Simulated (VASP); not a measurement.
Output of a VASP run:

OSZICAR:
```
       N       E                     dE             d eps       ncg     rms          rms(c)
DAV:   1     0.707740148909E+03    0.70774E+03   -0.33265E+04  1964   0.269E+03
DAV:   2     0.805221738511E+02   -0.62722E+03   -0.61010E+03  1556   0.822E+02
DAV:   3    -0.243974693288E+02   -0.10492E+03   -0.10272E+03  1749   0.185E+02
DAV:   4    -0.305102820695E+02   -0.61128E+01   -0.60891E+01  1845   0.514E+01
DAV:   5    -0.306437209078E+02   -0.13344E+00   -0.13333E+00  1792   0.774E+00    0.966E+00
DAV:   6    -0.298227748393E+02    0.82095E+00   -0.18926E+00  1798   0.112E+01    0.734E+00
DAV:   7    -0.297399142918E+02    0.82861E-01   -0.91558E-01  1839   0.393E+00    0.271E+00
DAV:   8    -0.297382498125E+02    0.16645E-02   -0.12215E-01  1723   0.290E+00    0.612E-01
DAV:   9    -0.297384980822E+02   -0.24827E-03   -0.17403E-02  1826   0.135E+00    0.152E-01
DAV:  10    -0.297383936162E+02    0.10447E-03   -0.28570E-03  1744   0.440E-01    0.530E-02
DAV:  11    -0.297385985269E+02   -0.20491E-03   -0.89977E-04  1743   0.158E-01    0.462E-02
DAV:  12    -0.297385665078E+02    0.32019E-04   -0.19259E-04  1574   0.115E-01    0.187E-02
DAV:  13    -0.297385736989E+02   -0.71911E-05   -0.20868E-05  1575   0.244E-02    0.938E-03
DAV:  14    -0.297385728195E+02    0.87936E-06   -0.54809E-06  1617   0.193E-02
   1 F= -.23648277E+02 E0= -.23648216E+02  d E =-.236483E+02
       N       E                     dE             d eps       ncg     rms          rms(c)
DAV:   1    -0.297266307547E+02    0.11943E-01   -0.11903E-01  1837   0.354E+00    0.516E-01
DAV:   2    -0.297218994028E+02    0.47314E-02   -0.12308E-02  1801   0.129E+00    0.220E-01
DAV:   3    -0.297210242951E+02    0.87511E-03   -0.17791E-03  1829   0.373E-01    0.155E-01
DAV:   4    -0.297208426245E+02    0.18167E-03   -0.39401E-04  1903   0.166E-01    0.358E-02
DAV:   5    -0.297208288425E+02    0.13782E-04   -0.10471E-04  1769   0.102E-01    0.153E-02
DAV:   6    -0.297208308972E+02   -0.20547E-05   -0.17150E-05  1725   0.246E-02    0.445E-03
DAV:   7    -0.297208304645E+02    0.43268E-06   -0.11329E-06   873   0.869E-03
   2 F= -.23648592E+02 E0= -.23648513E+02  d E =-.314926E-03
       N       E                     dE             d eps       ncg     rms          rms(c)
DAV:   1    -0.297240949586E+02   -0.32641E-02   -0.34593E-03  1845   0.604E-01    0.893E-02
DAV:   2    -0.297239593942E+02    0.13556E-03   -0.35735E-04  1790   0.220E-01    0.373E-02
DAV:   3    -0.297239323681E+02    0.27026E-04   -0.52493E-05  1821   0.641E-02    0.261E-02
DAV:   4    -0.297239230655E+02    0.93026E-05   -0.10699E-05  1634   0.261E-02    0.577E-03
DAV:   5    -0.297239227226E+02    0.34290E-06   -0.30037E-06  1263   0.178E-02
   3 F= -.23648599E+02 E0= -.23648524E+02  d E =-.322561E-03
```

**OUTCAR**
```
------------------------ aborting loop because EDIFF is reached ----------------------------------------
  FORCE on cell =-STRESS in cart. coord.  units (eV):
  Direction    XX          YY          ZZ          XY          YZ          ZX
  --------------------------------------------------------------------------------------
  Total        6.1691338      6.1691338      6.0090251      0.0000000     -0.0000000      0.0000000
  in kB       50.7720619     50.7720619     49.4543643      0.0000000     -0.0000000      0.0000000
  external PRESSURE =       0.3328294 kB  Pullay stress =      50.0000000 kB
  volume of cell :      194.67
      direct lattice vectors                 reciprocal lattice vectors
    -2.952079484  2.952079484  5.584623371     0.000000000  0.169372133  0.089531552
     2.952079484 -2.952079484  5.584623371     0.169372133  0.000000000  0.089531552
     2.952079484  2.952079484 -5.584623371     0.169372133  0.169372133  0.000000000
 POSITION                                       TOTAL-FORCE (eV/Angst)
 -----------------------------------------------------------------------------------
      0.00000      0.00000      0.00000        -0.000000     -0.000000     -0.000000
      0.00000      2.95208      2.79231        -0.000000      0.000000      0.000000
      0.00000      0.00000      5.58462        -0.000000      0.000000     -0.000000
      2.95208      0.00000      2.79231        -0.000000      0.000000      0.000000
      1.32090      1.47604      6.98078         0.016323     -0.000000     -0.000000
      1.47604     -1.32090      4.18847        -0.000000     -0.016323      0.000000
      1.63118      1.47604      1.39616        -0.016323     -0.000000      0.000000
      1.47604      4.27298     -1.39616        -0.000000      0.016323     -0.000000
 -----------------------------------------------------------------------------------
    total drift:                                0.000007      0.000007      0.000005
  FREE ENERGIE OF THE ION-ELECTRON SYSTEM (eV)
  ---------------------------------------------------
  free  energy   TOTEN  =       -29.7239227226 eV

  energy  without entropy=      -29.7237710311  energy(sigma->0) =      -29.72384688
  enthalpy is  TOTEN    =       -23.6485993968 eV   P V=        6.0753233258

 reached required accuracy - stopping structural energy minimisation
```
(Selected blocks of OUTCAR.)

POSCAR:
```
CdGeAs2
1
   -2.9535483872     2.9535483872     5.5928195333
    2.9535483872    -2.9535483872     5.5928195333
    2.9535483872     2.9535483872    -5.5928195333
Cd Ge As
2 2 4
Direct
  0.0000000000   0.0000000000   0.0000000000
  0.7500000000   0.2500000000   0.5000000000
  0.5000000000   0.5000000000   0.0000000000
  0.2500000000   0.7500000000   0.5000000000
  0.8750000000   0.8485410083   0.4735410083
  0.1514589917   0.6250000000   0.0264589917
  0.3750000000   0.4014589917   0.5264589917
  0.5985410083   0.1250000000   0.9735410083
```

Question: Write an INCAR and KPOINTS that could have produced this output.

Answer: This is not unique; one that fits is the input of the run itself, PBE GGA, plane waves, VASP's PBE PAW potentials (set 64).

**INCAR**
```
SYSTEM  =  CdGeAs2
PREC  =  Accurate; ENCUT  =  500; LREAL  =  .FALSE.
LASPH  =  .TRUE.
EDIFF  =  1E-6; NELM  =  100; ALGO  =  Normal
LMAXMIX  =  4
ISMEAR  =  0; SIGMA  =  0.05
GGA  =  PE
IBRION  =  2; NSW  =  40; ISIF  =  3
EDIFFG  =  -0.02; PSTRESS  =  50
LWAVE  =  .FALSE.; LCHARG  =  .FALSE.
```

**KPOINTS**
```
Regular mesh
0
Gamma
  5 5 5
0 0 0
```

POTCAR, in this order: Cd Ge_d As (PBE.64 set). Program: vasp_std.

The compound is CdGeAs2 in the chalcopyrite structure. This run relaxes it under an external pressure of 5 GPa. Symmetry was kept, so distortions that lower it aren't found.
